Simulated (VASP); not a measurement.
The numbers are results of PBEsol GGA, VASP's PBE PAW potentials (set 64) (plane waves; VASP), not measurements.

A VASP calculation is set up with these files.

KPOINTS:
```
Automatic
0
G
12 12 12
```

**POSCAR**
```
AuZn
1.0
  3.1270379203   0.0000000000   0.0000000000
  0.0000000000   3.1270379203   0.0000000000
  0.0000000000   0.0000000000   3.1270379203
Zn Au
1 1
Cart
  1.5635189601   1.5635189601   1.5635189601
  0.0000000000   0.0000000000   0.0000000000
```

**INCAR**
```
ALGO = Normal
EDIFF = 1E-6
EDIFFG = -0.02
ENCUT = 500
GGA = PS
IBRION = 2
ISIF = 3
ISMEAR = 1
LASPH = .True.
LCHARG = .False.
LMAXMIX = 6
LREAL = .False.
LWAVE = .False.
NELM = 100
NSW = 40
PREC = Accurate
SIGMA = 0.1
SYSTEM = AuZn
```

POTCAR, in this order: Zn Au (PBE.64 set). Program: vasp_std.

Output of the run:

### OUTCAR
```
 ion  position               nearest neighbor table
   1  0.500  0.500  0.500-   2 2.71   2 2.71   2 2.71   2 2.71   2 2.71   2 2.71   2 2.71   2 2.71
  LATTYP: Found a simple cubic cell.
 ALAT       =     3.1270379203
 Subroutine PRICEL returns:
 Original cell was already a primitive cell.
 Subroutine GETGRP returns: Found 48 space group operations
The static configuration has the point symmetry O_h .
The dynamic configuration has the point symmetry O_h .
 Subroutine INISYM returns: Found 48 space group operations
 Subroutine IBZKPT returns following result:
 Found     84 irreducible k-points:

 Following reciprocal coordinates:
            Coordinates               Weight
  0.000000  0.000000  0.000000      1.000000
  0.083333  0.000000  0.000000      6.000000
  0.166667  0.000000  0.000000      6.000000
  0.250000  0.000000  0.000000      6.000000
  0.333333  0.000000  0.000000      6.000000
  0.416667  0.000000  0.000000      6.000000
  0.500000  0.000000  0.000000      3.000000
  0.083333  0.083333  0.000000     12.000000
  0.166667  0.083333  0.000000     24.000000
  0.250000  0.083333  0.000000     24.000000
  0.333333  0.083333  0.000000     24.000000
  0.416667  0.083333  0.000000     24.000000
  0.500000  0.083333  0.000000     12.000000
  0.166667  0.166667  0.000000     12.000000
  0.250000  0.166667  0.000000     24.000000
  0.333333  0.166667  0.000000     24.000000
  0.416667  0.166667  0.000000     24.000000
  0.500000  0.166667  0.000000     12.000000
  0.250000  0.250000  0.000000     12.000000
  0.333333  0.250000  0.000000     24.000000
  0.416667  0.250000  0.000000     24.000000
  0.500000  0.250000  0.000000     12.000000
  0.333333  0.333333  0.000000     12.000000
  0.416667  0.333333  0.000000     24.000000
  0.500000  0.333333  0.000000     12.000000
...
```

**OSZICAR**
```
       N       E                     dE             d eps       ncg     rms          rms(c)
DAV:   1     0.121605220436E+03    0.12161E+03   -0.11683E+04  2624   0.197E+03
DAV:   2    -0.275199889140E+01   -0.12436E+03   -0.12067E+03  2681   0.336E+02
DAV:   3    -0.650800056666E+01   -0.37560E+01   -0.37454E+01  2940   0.678E+01
DAV:   4    -0.653185943385E+01   -0.23859E-01   -0.23857E-01  3087   0.471E+00
DAV:   5    -0.653211385889E+01   -0.25443E-03   -0.25442E-03  2989   0.487E-01    0.926E+00
DAV:   6    -0.599534456631E+01    0.53677E+00   -0.18630E+00  2597   0.172E+01    0.565E+00
DAV:   7    -0.596538623987E+01    0.29958E-01   -0.43550E-02  3451   0.397E+00    0.298E+00
DAV:   8    -0.595525204246E+01    0.10134E-01   -0.80099E-03  3210   0.115E+00    0.119E-01
DAV:   9    -0.595527993051E+01   -0.27888E-04   -0.37149E-04  2905   0.242E-01    0.589E-02
DAV:  10    -0.595528669687E+01   -0.67664E-05   -0.22092E-05  3237   0.751E-02    0.153E-02
DAV:  11    -0.595528666065E+01    0.36224E-07   -0.45150E-06  2555   0.403E-02
   1 F= -.59552867E+01 E0= -.59551690E+01  d E =-.595529E+01
       N       E                     dE             d eps       ncg     rms          rms(c)
DAV:   1    -0.596083606485E+01   -0.55494E-02   -0.81513E-02  2597   0.545E+00    0.489E-01
DAV:   2    -0.595575945871E+01    0.50766E-02   -0.16767E-02  2954   0.303E+00    0.175E-01
DAV:   3    -0.595544093382E+01    0.31852E-03   -0.70419E-04  2604   0.280E-01    0.115E-01
DAV:   4    -0.595534592205E+01    0.95012E-04   -0.54459E-05  3783   0.233E-01    0.421E-02
DAV:   5    -0.595532501565E+01    0.20906E-04   -0.18064E-05  3140   0.547E-02    0.405E-03
DAV:   6    -0.595532518741E+01   -0.17176E-06   -0.15660E-06  1569   0.175E-02
   2 F= -.59553252E+01 E0= -.59552117E+01  d E =-.385268E-04
       N       E                     dE             d eps       ncg     rms          rms(c)
DAV:   1    -0.595631095793E+01   -0.98594E-03   -0.13878E-02  2583   0.224E+00    0.202E-01
DAV:   2    -0.595544070851E+01    0.87025E-03   -0.29078E-03  2954   0.129E+00    0.707E-02
DAV:   3    -0.595538876645E+01    0.51942E-04   -0.11780E-04  2597   0.120E-01    0.464E-02
DAV:   4    -0.595537467272E+01    0.14094E-04   -0.81872E-06  3593   0.970E-02    0.193E-02
DAV:   5    -0.595537125010E+01    0.34226E-05   -0.33570E-06  2724   0.263E-02    0.177E-03
DAV:   6    -0.595537119520E+01    0.54901E-07   -0.43560E-07  1381   0.100E-02
   3 F= -.59553712E+01 E0= -.59552561E+01  d E =-.845346E-04
```

**OUTCAR**
```
------------------------ aborting loop because EDIFF is reached ----------------------------------------
  FORCE on cell =-STRESS in cart. coord.  units (eV):
  Direction    XX          YY          ZZ          XY          YZ          ZX
  --------------------------------------------------------------------------------------
  Total       -0.0051142     -0.0051142     -0.0051142     -0.0000000      0.0000000      0.0000000
  in kB       -0.2672910     -0.2672910     -0.2672910     -0.0000000      0.0000000      0.0000000
  external PRESSURE =      -0.2672910 kB  Pullay stress =       0.0000000 kB
  volume of cell :       30.66
      direct lattice vectors                 reciprocal lattice vectors
     3.129684978 -0.000000000  0.000000000     0.319520976 -0.000000000 -0.000000000
     0.000000000  3.129684978 -0.000000000     0.000000000  0.319520976 -0.000000000
     0.000000000  0.000000000  3.129684978    -0.000000000  0.000000000  0.319520976
 POSITION                                       TOTAL-FORCE (eV/Angst)
 -----------------------------------------------------------------------------------
      1.56484      1.56484      1.56484         0.000000      0.000000      0.000000
      0.00000      0.00000      0.00000        -0.000000     -0.000000      0.000000
 -----------------------------------------------------------------------------------
    total drift:                                0.000000      0.000000     -0.000000
  FREE ENERGIE OF THE ION-ELECTRON SYSTEM (eV)
  ---------------------------------------------------
  free  energy   TOTEN  =        -5.9553711952 eV

  energy  without entropy=       -5.9550258189  energy(sigma->0) =       -5.95525607

 reached required accuracy - stopping structural energy minimisation
```
(Selected blocks of OUTCAR.)

### CONTCAR
```
AuZn
   1.00000000000000
     3.1296849776284064   -0.0000000000000000    0.0000000000000000
     0.0000000000000000    3.1296849776284064   -0.0000000000000000
     0.0000000000000000    0.0000000000000000    3.1296849776284064
  Zn              Au
     1     1
Direct
     0.5000000000000000    0.5000000000000000    0.5000000000000000
     0.0000000000000000    0.0000000000000000    0.0000000000000000
```

The compound is AuZn in the CsCl type structure. This run relaxes it. Symmetry was kept, so distortions that lower it aren't found. The electron count is odd and the run is not spin-polarised, which forces a metal.
